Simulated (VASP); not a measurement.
# How strain moves the gap of ScF3, part 3 of 4

Aim: follow the gap and pressure of ScF3 through compression, expansion and shear. All runs use LDA. The start is a cell from a database of measured crystal structures.

VASP 6.6.1; LDA; plane waves and PAW (Sc_sv, F).

So far, least gap on mesh and path (eV): step 3 (bands, cell as listed) 6.18; step 4 (cell volume +4.0 %) 5.98; step 5 (cell volume +8.0 %) 5.79.

### Step 6. Bands, sheared, principal strains -1.9, -0.1, +2.1 %

The cell is sheared at fixed volume, which lowers its symmetry.

INCAR

```
SYSTEM = ScF3
PREC = Accurate
ENCUT = 520
EDIFF = 1E-06
NELM = 100
ISMEAR = -1
SIGMA = 0.05
LREAL = .FALSE.
ALGO = Normal
GGA = CA
NBANDS = 30
LASPH = .TRUE.
LORBIT = 11
LWAVE = .FALSE.
LCHARG = .FALSE.
KPAR = 4
```

POSCAR

```
ScF3
1.0
    4.0517990000     -0.0044600000     -0.0469240000
   -0.0044600000      3.9467590000     -0.0302990000
   -0.0469240000     -0.0302990000      4.0404010000
Sc F
1 3
Direct
    0.0000000000      0.0000000000      0.0000000000
    0.5000000000      0.0000000000      0.0000000000
    0.0000000000      0.5000000000      0.0000000000
    0.0000000000      0.0000000000      0.5000000000
```

KPOINTS

```
Automatic mesh
0
Gamma
6 6 6
0 0 0
```

KPOINTS_OPT

```
Line mode
16
Line-mode
Reciprocal
  0.50000000   0.00000000   0.00000000 X
  0.00000000   0.00000000   0.00000000 GAMMA

  0.00000000   0.00000000   0.00000000 GAMMA
  0.00000000  -0.50000000   0.00000000 Y

  0.50000000  -0.50000000   0.00000000 L
  0.00000000   0.00000000   0.00000000 GAMMA

  0.00000000   0.00000000   0.00000000 GAMMA
  0.00000000   0.50000000  -0.50000000 Z

  0.50000000   0.50000000  -0.50000000 N
  0.00000000   0.00000000   0.00000000 GAMMA

  0.00000000   0.00000000   0.00000000 GAMMA
  0.00000000   0.00000000  -0.50000000 M

  0.50000000   0.00000000  -0.50000000 R
  0.00000000   0.00000000   0.00000000 GAMMA
```

Potentials, in the order of the species: Sc_sv and F (LDA family, release 64).

Launch:

```console
$ mpirun -np 4 vasp_std
```

Output:

```text
[... set-up lines as in an earlier step ...]
 entering main loop
       N       E                     dE             d eps       ncg     rms          rms(c)
DAV:   1     0.373637397932E+03    0.37364E+03   -0.14685E+04  6840   0.111E+03
DAV:   2     0.556854031121E+00   -0.37308E+03   -0.33707E+03  7226   0.362E+02
DAV:   3    -0.331583343908E+02   -0.33715E+02   -0.33064E+02  9224   0.123E+02
DAV:   4    -0.340191013616E+02   -0.86077E+00   -0.85975E+00  8490   0.201E+01
DAV:   5    -0.340374299887E+02   -0.18329E-01   -0.18327E-01  8434   0.263E+00    0.164E+01
DAV:   6    -0.297489486002E+02    0.42885E+01   -0.81220E+00 10478   0.384E+01    0.745E+00
DAV:   7    -0.296196866002E+02    0.12926E+00   -0.64409E-01  8946   0.510E+00    0.422E+00
DAV:   8    -0.295596147074E+02    0.60072E-01   -0.15745E-01 10648   0.450E+00    0.580E-01
DAV:   9    -0.295602577558E+02   -0.64305E-03   -0.65835E-02  9372   0.192E+00    0.847E-01
DAV:  10    -0.295555854674E+02    0.46723E-02   -0.13551E-02  8208   0.750E-01    0.104E-01
DAV:  11    -0.295557936920E+02   -0.20822E-03   -0.52504E-04  9224   0.322E-01    0.904E-02
DAV:  12    -0.295557524242E+02    0.41268E-04   -0.96459E-05  8854   0.204E-01    0.116E-02
DAV:  13    -0.295557505081E+02    0.19161E-05   -0.61148E-06  9024   0.336E-02    0.510E-03
DAV:  14    -0.295557508112E+02   -0.30316E-06   -0.18631E-06  6654   0.134E-02
   1 F= -.29555751E+02 E0= -.29555751E+02  d E =-.669967E-10
 Start KPOINTS_OPT (optional k-point list driver)
k-point batch [1-112\112]
       N       E                     dE             ncg
DAV:   1    -0.124182869539E+05   -0.68338E+05     6776
DAV:   2    -0.519454713075E+05   -0.39527E+05     6912
DAV:   3    -0.556734807121E+05   -0.37280E+04     8614
DAV:   4    -0.557878065119E+05   -0.11433E+03     7844
DAV:   5    -0.557907404682E+05   -0.29340E+01     8562
DAV:   6    -0.557908403021E+05   -0.99834E-01     8702
DAV:   7    -0.557908415329E+05   -0.12308E-02     8286
DAV:   8    -0.557908415923E+05   -0.59421E-04     5578
DAV:   9    -0.557908415957E+05   -0.33778E-05     5420
DAV:  10    -0.557908415960E+05   -0.34142E-06     4656
```

It took 29 s on 4 MPI ranks of Intel Xeon 6975P-C (Granite Rapids), shared host; peak memory 1.5 GiB.

OUTCAR, selected parts (step 6):

```text
   k-points           NKPTS =    112   k-points in BZ     NKDIM =    112   number of bands    NBANDS=     30

   ENCUT  =  520.0 eV  38.22 Ry    6.18 a.u.   7.53  7.34  7.51*2*pi/ulx,y,z

   NELECT =      32.0000    total number of electrons

 E-fermi :  -2.7113

 k-point     1 :       0.0000    0.0000    0.0000
  band No.  band energies     occupation
    ...
     12      -4.5636      2.00000
     13      -4.3761      2.00000
     14      -4.3655      2.00000
     15      -4.3271      2.00000
     16      -4.2559      2.00000
     17       2.3122      0.00000
     18       2.3191      0.00000
     19       2.3254      0.00000
     20       3.7189      0.00000
     21       4.0080      0.00000
    ...

  Total       -1.8475501      0.7815112     -1.5905830      0.0134211      0.1076182      0.1853815
  in kB      -45.8224048     19.3828160    -39.4491816      0.3328671      2.6691164      4.5977793
  external PRESSURE =     -21.9629235 kB  Pullay stress =       0.0000000 kB

 POSITION                                       TOTAL-FORCE (eV/Angst)
 -----------------------------------------------------------------------------------
      0.00000      0.00000      0.00000        -0.000000     -0.000000      0.000000
      2.02590     -0.00223     -0.02346         0.000000      0.000000      0.000000
     -0.00223      1.97338     -0.01515         0.000000     -0.000000      0.000000
     -0.02346     -0.01515      2.02020         0.000000      0.000000     -0.000000
 -----------------------------------------------------------------------------------
    total drift:                                0.000000      0.000000      0.000000

  FREE ENERGIE OF THE ION-ELECTRON SYSTEM (eV)
  ---------------------------------------------------
  free  energy   TOTEN  =       -29.5557508112 eV

  energy  without entropy=      -29.5557508112  energy(sigma->0) =      -29.55575081

[... 1 part as in an earlier step ...]

[... 14 further parts left out ...]
```

The path and its labels are those of the sheared lattice, so a letter need not mean the same point as in the unstrained cell.

This step gave:

```
SCF cycles                        : 14
irreducible k-points              : 112
symmetry operations               : 2
free energy (TOTEN)               : -29.56 eV
Fermi energy                      : -2.711 eV
pressure                          : -2.196 GPa
least gap on mesh and path        : 6.086 eV
least direct gap on mesh and path : 6.568 eV
```

The electronic bands at the labelled points (eV, zero at the valence-band top; v1 is the highest filled band, c1 the lowest empty one):

| point | v4 | v3 | v2 | v1 | c1 | c2 | c3 | c4 |
| --- | --- | --- | --- | --- | --- | --- | --- | --- |
| X | -1.10 | -0.81 | -0.76 | -0.58 | 6.13 | 6.96 | 6.97 | 7.92 |
| 0.53 of the way | -0.79 | -0.75 | -0.69 | -0.58 | 6.11 | 6.48 | 6.49 | 7.87 |
| Γ | -0.60 | -0.59 | -0.55 | -0.48 | 6.09 | 6.09 | 6.10 | 7.49 |
| 0.53 of the way | -1.05 | -0.64 | -0.60 | -0.48 | 6.13 | 6.65 | 6.66 | 7.80 |
| Y | -1.25 | -0.71 | -0.59 | -0.47 | 6.15 | 7.10 | 7.11 | 7.82 |
| jump to L | -1.09 | -0.97 | -0.95 | -0.12 | 7.02 | 7.14 | 7.74 | 8.49 |
| 0.47 of the way | -0.89 | -0.85 | -0.78 | -0.42 | 6.61 | 6.67 | 7.04 | 8.20 |
| Γ | -0.60 | -0.59 | -0.55 | -0.48 | 6.09 | 6.09 | 6.10 | 7.49 |
| 0.53 of the way | -0.86 | -0.84 | -0.77 | -0.42 | 6.62 | 6.67 | 7.05 | 8.18 |
| Z | -1.13 | -0.94 | -0.91 | -0.13 | 7.03 | 7.14 | 7.75 | 8.47 |
| jump to N | -2.22 | -0.12 | -0.11 | 0.00 | 7.69 | 7.77 | 7.80 | 10.52 |
| 0.53 of the way | -1.47 | -0.58 | -0.48 | -0.34 | 6.84 | 6.89 | 6.90 | 9.01 |
| Γ | -0.60 | -0.59 | -0.55 | -0.48 | 6.09 | 6.09 | 6.10 | 7.49 |
| 0.47 of the way | -0.82 | -0.73 | -0.68 | -0.56 | 6.11 | 6.49 | 6.50 | 7.85 |
| M | -1.15 | -0.79 | -0.75 | -0.56 | 6.13 | 6.97 | 6.99 | 7.91 |
| jump to R | -1.27 | -1.14 | -1.07 | -0.01 | 6.98 | 7.02 | 7.64 | 8.68 |
| 0.47 of the way | -1.12 | -0.87 | -0.84 | -0.29 | 6.59 | 6.60 | 6.99 | 8.40 |
| Γ | -0.60 | -0.59 | -0.55 | -0.48 | 6.09 | 6.09 | 6.10 | 7.49 |

Of the projections kept (Sc, F), the largest for each band there; the rest of the weight can lie on other orbitals:

| point | v4 | v3 | v2 | v1 | c1 | c2 | c3 | c4 |
| --- | --- | --- | --- | --- | --- | --- | --- | --- |
| X | F 0.92 | F 1.00 | F 0.98 | F 0.99 | Sc 1.00 | Sc 0.90 | Sc 0.90 | Sc 0.96 |
| Γ | F 0.99 | F 0.99 | F 1.00 | F 0.99 | Sc 1.00 | Sc 1.00 | Sc 1.00 | Sc 0.61 |
| Y | F 0.98 | F 1.00 | F 0.99 | F 0.99 | Sc 1.00 | Sc 0.89 | Sc 0.89 | Sc 0.96 |
| L | F 0.92 | F 0.99 | F 0.99 | F 1.00 | Sc 0.90 | Sc 0.90 | Sc 0.85 | Sc 0.93 |
| Γ | F 0.99 | F 0.99 | F 1.00 | F 0.99 | Sc 1.00 | Sc 1.00 | Sc 1.00 | Sc 0.61 |
| Z | F 0.92 | F 0.99 | F 0.99 | F 1.00 | Sc 0.90 | Sc 0.90 | Sc 0.85 | Sc 0.93 |

The gap is 6.09 eV, indirect, from N to Γ. That is -0.10 eV from the cell as listed. The pressure is -2.20 GPa, and the symmetry operations fall from 48 to 2.

### Step 7. Bands, volume times 0.96

The cell is compressed evenly, with fractional positions held.

INCAR is that of step 6.

POSCAR

```
ScF3
1.0
    3.9582210551      0.0000000000      0.0000000000
    0.0000000000      3.9582210551      0.0000000000
    0.0000000000      0.0000000000      3.9582210551
Sc F
1 3
Direct
    0.0000000000      0.0000000000      0.0000000000
    0.5000000000      0.0000000000      0.0000000000
    0.0000000000      0.5000000000      0.0000000000
    0.0000000000      0.0000000000      0.5000000000
```

KPOINTS is that of step 6.

KPOINTS_OPT

```
Line mode
16
Line-mode
Reciprocal
  0.00000000   0.00000000   0.00000000 GAMMA
  0.00000000   0.50000000   0.00000000 X

  0.00000000   0.50000000   0.00000000 X
  0.50000000   0.50000000   0.00000000 M

  0.50000000   0.50000000   0.00000000 M
  0.00000000   0.00000000   0.00000000 GAMMA

  0.00000000   0.00000000   0.00000000 GAMMA
  0.50000000   0.50000000   0.50000000 R

  0.50000000   0.50000000   0.50000000 R
  0.00000000   0.50000000   0.00000000 X

  0.50000000   0.50000000   0.00000000 M
  0.50000000   0.50000000   0.50000000 R
```

Launch:

```console
$ mpirun -np 4 vasp_std
```

Output:

```text
[... set-up lines as in an earlier step ...]
 entering main loop
       N       E                     dE             d eps       ncg     rms          rms(c)
DAV:   1     0.374718535631E+03    0.37472E+03   -0.14820E+04  1232   0.112E+03
DAV:   2    -0.205692862859E+01   -0.37678E+03   -0.34367E+03  1310   0.364E+02
DAV:   3    -0.330698635805E+02   -0.31013E+02   -0.30495E+02  1674   0.122E+02
DAV:   4    -0.339001972365E+02   -0.83033E+00   -0.82974E+00  1474   0.200E+01
DAV:   5    -0.339192500767E+02   -0.19053E-01   -0.19052E-01  1512   0.287E+00    0.175E+01
DAV:   6    -0.297437043215E+02    0.41755E+01   -0.79310E+00  1838   0.382E+01    0.815E+00
DAV:   7    -0.296349038965E+02    0.10880E+00   -0.63442E-01  1586   0.497E+00    0.463E+00
DAV:   8    -0.295819266075E+02    0.52977E-01   -0.14394E-01  1830   0.420E+00    0.600E-01
DAV:   9    -0.295835153882E+02   -0.15888E-02   -0.70495E-02  1528   0.188E+00    0.906E-01
DAV:  10    -0.295778623212E+02    0.56531E-02   -0.15764E-02  1636   0.869E-01    0.118E-01
DAV:  11    -0.295780697812E+02   -0.20746E-03   -0.55647E-04  1584   0.351E-01    0.104E-01
DAV:  12    -0.295780233154E+02    0.46466E-04   -0.11015E-04  1528   0.230E-01    0.144E-02
DAV:  13    -0.295780209046E+02    0.24108E-05   -0.93609E-06  1668   0.356E-02    0.833E-03
DAV:  14    -0.295780203942E+02    0.51041E-06   -0.40736E-06  1518   0.235E-02
   1 F= -.29578020E+02 E0= -.29578020E+02  d E =-.853477E-11
 Start KPOINTS_OPT (optional k-point list driver)
k-point batch [1-20\96]
       N       E                     dE             ncg
DAV:   1    -0.193426408415E+04   -0.10816E+05     1208
DAV:   2    -0.909733401756E+04   -0.71631E+04     1238
DAV:   3    -0.978099732379E+04   -0.68366E+03     1586
DAV:   4    -0.979984704276E+04   -0.18850E+02     1432
DAV:   5    -0.980038347434E+04   -0.53643E+00     1546
DAV:   6    -0.980039520150E+04   -0.11727E-01     1598
DAV:   7    -0.980039535440E+04   -0.15291E-03     1450
DAV:   8    -0.980039536093E+04   -0.65222E-05     1066
DAV:   9    -0.980039536127E+04   -0.34750E-06      918
[...]
k-point batch [81-96\96]
       N       E                     dE             ncg
DAV:   1     0.133967733405E+04   -0.21014E+05      984
DAV:   2    -0.426235946720E+04   -0.56020E+04     1032
DAV:   3    -0.474359367222E+04   -0.48123E+03     1202
DAV:   4    -0.475631131541E+04   -0.12718E+02     1134
DAV:   5    -0.475650333696E+04   -0.19202E+00     1222
DAV:   6    -0.475650699390E+04   -0.36569E-02     1238
DAV:   7    -0.475650702846E+04   -0.34555E-04     1110
DAV:   8    -0.475650703016E+04   -0.16960E-05      728
DAV:   9    -0.475650703026E+04   -0.10674E-06      734
```

Elapsed: 13 s, on 4 MPI ranks; peak memory 0.71 GiB.

From OUTCAR (step 7):

```text
   ENCUT  =  520.0 eV  38.22 Ry    6.18 a.u.   7.36  7.36  7.36*2*pi/ulx,y,z

   NELECT =      32.0000    total number of electrons

 E-fermi :  -2.4587

 k-point     1 :       0.0000    0.0000    0.0000
  band No.  band energies     occupation
    ...
     12      -4.2986      2.00000
     13      -4.2986      2.00000
     14      -4.2058      2.00000
     15      -4.2058      2.00000
     16      -4.2058      2.00000
     17       2.7156      0.00000
     18       2.7156      0.00000
     19       2.7156      0.00000
     20       4.0316      0.00000
     21       4.6643      0.00000
    ...

  Total        0.7784506      0.7784506      0.7784506      0.0000000      0.0000000     -0.0000000
  in kB       20.1113639     20.1113639     20.1113639      0.0000000      0.0000000     -0.0000000
  external PRESSURE =      20.1113639 kB  Pullay stress =       0.0000000 kB

 POSITION                                       TOTAL-FORCE (eV/Angst)
 -----------------------------------------------------------------------------------
      0.00000      0.00000      0.00000         0.000000      0.000000      0.000000
      1.97911      0.00000      0.00000         0.000000      0.000000      0.000000
      0.00000      1.97911      0.00000         0.000000      0.000000      0.000000
      0.00000      0.00000      1.97911         0.000000      0.000000      0.000000
 -----------------------------------------------------------------------------------
    total drift:                                0.000000      0.000000      0.000000

  FREE ENERGIE OF THE ION-ELECTRON SYSTEM (eV)
  ---------------------------------------------------
  free  energy   TOTEN  =       -29.5780203942 eV

  energy  without entropy=      -29.5780203942  energy(sigma->0) =      -29.57802039

[... 4 parts as in an earlier step ...]

[... 12 further parts left out ...]
```

This step gave:

```
irreducible k-points              : 20
symmetry operations               : 48
free energy (TOTEN)               : -29.58 eV
Fermi energy                      : -2.459 eV
pressure                          : 2.011 GPa
least gap on mesh and path        : 6.388 eV
least direct gap on mesh and path : 6.921 eV
```

The electronic bands at the labelled points (eV, zero at the valence-band top; v1 is the highest filled band, c1 the lowest empty one):

| point | v4 | v3 | v2 | v1 | c1 | c2 | c3 | c4 |
| --- | --- | --- | --- | --- | --- | --- | --- | --- |
| Γ | -0.63 | -0.53 | -0.53 | -0.53 | 6.39 | 6.39 | 6.39 | 7.70 |
| 0.47 of the way | -0.86 | -0.69 | -0.56 | -0.56 | 6.41 | 6.84 | 6.84 | 8.35 |
| X | -1.26 | -0.76 | -0.56 | -0.56 | 6.43 | 7.39 | 7.39 | 8.37 |
| 0.47 of the way | -1.05 | -0.85 | -0.80 | -0.31 | 6.88 | 7.41 | 7.71 | 8.83 |
| M | -1.23 | -1.02 | -1.02 | -0.01 | 7.43 | 7.43 | 8.13 | 9.07 |
| 0.53 of the way | -0.89 | -0.85 | -0.75 | -0.42 | 6.84 | 6.87 | 7.22 | 8.66 |
| Γ | -0.63 | -0.53 | -0.53 | -0.53 | 6.39 | 6.39 | 6.39 | 7.70 |
| 0.47 of the way | -1.56 | -0.49 | -0.49 | -0.35 | 7.20 | 7.25 | 7.25 | 9.67 |
| R | -2.46 | 0.00 | 0.00 | 0.00 | 8.19 | 8.19 | 8.19 | 11.31 |
| 0.47 of the way | -1.77 | -0.37 | -0.32 | -0.19 | 7.44 | 7.79 | 7.83 | 9.98 |
| X | -1.26 | -0.76 | -0.56 | -0.56 | 6.43 | 7.39 | 7.39 | 8.37 |
| jump to M | -1.23 | -1.02 | -1.02 | -0.01 | 7.43 | 7.43 | 8.13 | 9.07 |
| 0.47 of the way | -2.02 | -0.33 | -0.33 | 0.00 | 7.75 | 7.75 | 8.15 | 10.12 |
| R | -2.46 | 0.00 | 0.00 | 0.00 | 8.19 | 8.19 | 8.19 | 11.31 |

Of the projections kept (Sc, F), the largest for each band there; the rest of the weight can lie on other orbitals:

| point | v4 | v3 | v2 | v1 | c1 | c2 | c3 | c4 |
| --- | --- | --- | --- | --- | --- | --- | --- | --- |
| Γ | F 1.00 | F 0.98 | F 0.98 | F 0.98 | Sc 1.00 | Sc 1.00 | Sc 1.00 | F 0.60 |
| X | F 0.91 | F 1.00 | F 0.99 | F 0.99 | Sc 1.00 | Sc 0.89 | Sc 0.89 | Sc 0.96 |
| M | F 0.91 | F 0.99 | F 0.99 | F 1.00 | Sc 0.90 | Sc 0.90 | Sc 0.85 | Sc 0.92 |
| Γ | F 1.00 | F 0.98 | F 0.98 | F 0.98 | Sc 1.00 | Sc 1.00 | Sc 1.00 | F 0.60 |
| R | F 0.87 | F 1.00 | F 1.00 | F 1.00 | Sc 0.86 | Sc 0.86 | Sc 0.86 | Sc 0.79 |
| X | F 0.91 | F 1.00 | F 0.99 | F 0.99 | Sc 1.00 | Sc 0.89 | Sc 0.89 | Sc 0.96 |

The gap is 6.39 eV, indirect, from R to Γ. That is +0.20 eV from the cell as listed. The pressure is 2.01 GPa.

[end of part 3 of 4]

[Lines on the potential files, build, host, timing and source positions are cut from VASP's logs without a mark.]

[Logs are printed without paths, hosts, clocks, repeated set-up lines and the standing remarks that a program may print on its own settings, such as how far it seeks lower states.]

[Hosts, paths, dates, database ids (printed as entryN), source tags and the programs' standing remarks are cut or masked in the printed files.]

[A measured line is paired with the nearest computed mode of its activity, which favours agreement.]
